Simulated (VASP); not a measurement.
Data:

```
Y
1.0
    1.82500    -3.16099     0.00000
    1.82500     3.16099     0.00000
    0.00000     0.00000     5.73000
Y
2
Direct
  0.33333   0.66667   0.25000
  0.66667   0.33333   0.75000
```

Level of theory: PBE GGA with D4 dispersion, VASP's PBE PAW potentials (set 64) (plane waves; VASP). Settings: 520 eV cut-off, 10×10×6 Γ-centred mesh, first-order Methfessel-Paxton smearing of 0.10 eV, potentials Y_sv.

Energy and stress use the plane-wave basis of the starting cell.

**Question.** The ions, cell shape and volume are relaxed. Predict the relaxed structure.

**Answer.** 
```
Y
1.0
    1.81257    -3.13946     0.00000
    1.81257     3.13946     0.00000
    0.00000     0.00000     5.58784
Y
2
Direct
  0.33333   0.66667   0.25000
  0.66667   0.33333   0.75000
```
Space group P6_3/mmc (194), at a tolerance of 0.03 Å.

**Question.** How do energy and volume change from the first to the last step?

**Answer.** The energy (σ→0) changes by -7.6 meV/atom and the volume by -3.8 %, in 7 ionic steps.

```
step  E(σ→0) (eV)  max force (eV/Å)  pressure (GPa)  volume (Å³)
----  -----------  ----------------  --------------  -----------
1        -13.3475             0.000           -1.56        66.11
2        -13.3615             0.000            0.43        63.08
3        -13.3620             0.000            0.07        63.53
4        -13.3620             0.000            0.10        63.48
5        -13.3626             0.000            0.04        63.55
6        -13.3626             0.000           -0.01        63.62
7        -13.3626             0.000            0.01        63.60
```

The compound is Y in the hcp structure. This run relaxes it. Symmetry was kept, so distortions that lower it aren't found.
